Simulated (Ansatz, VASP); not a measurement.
# Mg6TiSb: VASP beside Ansatz

File INCAR:

```
SYSTEM = Mg6TiSb
PREC = Accurate
ENCUT = 520
EDIFF = 1E-7
ISMEAR = -1
SIGMA = 0.05
LREAL = .FALSE.
LASPH = .TRUE.
NELM = 80
ALGO = Normal
ISIF = 2
LWAVE = .FALSE.
LCHARG = .FALSE.
GGA = PE
NBANDS = 24
```

File KPOINTS:

```
Automatic mesh
0
G
  5 5 5
  0 0 0
```

File POSCAR:

```
Mg6TiSb
1.0
    4.9480432301      0.0000000000      0.0000000000
    0.0000000000      3.1350384845      5.2593483486
    0.0000000000     -3.1350384845      5.2593483486
Sb Ti Mg
1 1 6
Direct
    0.0000000000      0.3257160000      0.3257160000
    0.5000000000      0.1689090000      0.1689090000
    0.0000000000      0.8334250000      0.8334250000
    0.0000000000      0.3317970000      0.8365510000
    0.0000000000      0.8365510000      0.3317970000
    0.5000000000      0.6649700000      0.6649700000
    0.5000000000      0.1628120000      0.6758200000
    0.5000000000      0.6758200000      0.1628120000
```

input.yaml

```yaml
crystal:
  lattice:
    - [4.9480432301, 0.0, 0.0]
    - [0.0, 3.1350384845, 5.2593483486]
    - [0.0, -3.1350384845, 5.2593483486]
  atoms:
    - { symbol: Sb, position: [0.0, 0.325716, 0.325716] }
    - { symbol: Ti, position: [0.5, 0.168909, 0.168909] }
    - { symbol: Mg, position: [0.0, 0.833425, 0.833425] }
    - { symbol: Mg, position: [0.0, 0.331797, 0.836551] }
    - { symbol: Mg, position: [0.0, 0.836551, 0.331797] }
    - { symbol: Mg, position: [0.5, 0.66497, 0.66497] }
    - { symbol: Mg, position: [0.5, 0.162812, 0.67582] }
    - { symbol: Mg, position: [0.5, 0.67582, 0.162812] }
hamiltonian:
  xc: pbe
  pseudopotentials: { kind: paw }
kpoints:
  mp_grid: { grid: [5, 5, 5] }
scf:
  occupations: { method: fermi_dirac, width: 0.05 }
output:
  forces: true
  stress: true
  eigenvalues: true
```

Change from the starting cell: volume scaled by 0.94.

Alike in both runs: task single point; functional PBE; k mesh 5 × 5 × 5; occupations fermi-dirac, width 0.05 eV; no spin polarisation.

|  | VASP | Ansatz |
| --- | --- | --- |
| version | VASP 6.6.1 | Ansatz 0.2.0 |
| potentials or method | VASP PAW PBE potentials, release 64 (Sb, Ti_sv, Mg) | Ansatz PAW |
| plane-wave cutoff (eV) | 520 | 420 |
| valence electrons in the cell | 29 | 87 |

```csv
,VASP,Ansatz,Ansatz less VASP
gap on the k mesh at the Fermi level (eV),none,none,-
pressure (GPa),3.3,3.3,+0.06
largest component of the traceless stress (GPa),0.34,0.35,+0.003
rms of the force components (eV/Å),0.033,0.032,-0.0016
```

Atom by atom the forces differ by 0.002 eV/Å (rms over components). A gap of «none» marks a metal or a gap that the smearing closes. With one functional, cell and mesh, what is left measures potentials, basis and numerics. The two sets of potentials don't hold the same shells in valence.

The runs have no spin-orbit coupling, so splittings on Sb are missing.
